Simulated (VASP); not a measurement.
Here is the system:

```
CSi
1.0
    3.07781     0.00000     0.00000
   -1.53890     2.66546     0.00000
    0.00000     0.00000    17.70460
Si C
1 1
Cartesian
  1.53890   0.88848   8.85230
  0.00000   1.77697   8.85230
```

All values below come from r2SCAN meta-GGA, VASP's PBE PAW potentials (set 64) (plane waves; VASP 6.6.1). Settings: 520 eV cut-off, 11×11×1 Γ-centred mesh, tetrahedra with Blöchl corrections, potentials Si C.

The cell holds a wide vacuum, so values per volume refer to the whole cell.

### Question
Tabulate the total density of states (states/eV per cell) against energy (eV; zero at the valence-band maximum or, without a gap, the Fermi level).

### Answer

```tsv
E (eV)	DOS (states/eV)
-9.94	0.00
-9.22	0.00
-8.62	0.00
-7.90	0.51
-7.30	0.65
-6.58	0.35
-5.86	0.30
-5.26	0.47
-4.54	0.56
-3.82	1.10
-3.22	1.38
-2.50	0.62
-1.78	1.01
-1.18	0.63
-0.46	0.59
0.14	0.00
0.86	0.00
1.58	0.00
2.18	0.00
2.90	0.25
3.50	0.62
4.22	0.74
4.94	1.47
5.54	1.66
6.26	0.98
```
Within 2 eV below the valence-band maximum the largest weight inside VASP's projection spheres is C p, then Si p.

The cell is a sheet with vacuum, built from a generated structure.
